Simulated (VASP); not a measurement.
Crystal: Pt.

```
Pt
1.0
     0.00000    1.96000    1.96000
     1.96000    0.00000    1.96000
     1.96000    1.96000    0.00000
Pt
1
Direct
  0.00000 0.00000 0.00000
```

The cell was built by a generator and needn't be a form met in nature.

| Quantity | Value |
| --- | --- |
| Program | VASP 6.6.1 |
| Task | relaxation of cell and atoms |
| Functional | revPBE |
| Dispersion | D3(BJ) |
| Potentials or basis | VASP PAW PBE potentials, release 64 (Pt) |
| Cutoff | 600 eV |
| k mesh | 18 × 18 × 18 |
| Occupations | methfessel-paxton, width 0.1 eV |
| Spin | no spin polarisation |

At the start: pressure -3.5 GPa; volume 15.06 Å³/atom.

**Question.** How do energy, volume and symmetry change on relaxing?

**Answer.** Over 6 steps the energy falls by 2.1 meV/atom and the volume is 14.88 Å³/atom (-1.2 %); space group Fm-3m (No. 225, to 0.05 Å).

Step by step:
```
step  energy change (eV)  largest force (eV/Å)  pressure (GPa)  volume (Å³)
   1              0.0000                0.0000           -3.51        15.06
   2              0.0158                0.0000           11.62        14.35
   3             -0.0021                0.0000            0.06        14.87
   4             -0.0021                0.0000           -0.06        14.88
   5             -0.0021                0.0000           -0.06        14.88
   6             -0.0021                0.0000           -0.05        14.88
```

Final structure:
```
CELL_PARAMETERS angstrom
0.00000 1.95201 1.95201
1.95201 0.00000 1.95201
1.95201 1.95201 0.00000
ATOMIC_POSITIONS crystal
Pt 0.00000 0.00000 0.00000
```

Caveat: the PAW data sets were made with another functional, which shifts forces and pressure a little; pairwise dispersion overbinds metals, which lowers pressure and volume.
